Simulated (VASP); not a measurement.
OSZICAR of a VASP run on Hf:

**OSZICAR**
```
       N       E                     dE             d eps       ncg     rms          rms(c)
DAV:   1    -0.178483031695E+03   -0.17848E+03   -0.29110E-05   776   0.298E-02    0.284E-02
DAV:   2    -0.178483038104E+03   -0.64086E-05   -0.20697E-04   800   0.566E-02    0.649E-02
DAV:   3    -0.178483029424E+03    0.86792E-05   -0.83111E-05   816   0.365E-02    0.102E-02
DAV:   4    -0.178483029645E+03   -0.22104E-06   -0.14402E-06   616   0.799E-03
   1 F= -.17848303E+03 E0= -.17848393E+03  d E =0.269350E-02
```

Question: Which electronic solver shows in the log?

Answer: It is blocked Davidson (ALGO = Normal, or the opening steps of other solvers). The INCAR had ALGO = Normal.

Question: Can the final energy be trusted as converged?

Answer: Self-consistency was reached. It stopped with EDIFF = 1E-6, NELM = 100 (r2SCAN meta-GGA, plane waves, VASP's PBE PAW potentials (set 64)).

The cell is a thin slab with vacuum, built from Hf (hcp): (001) face.
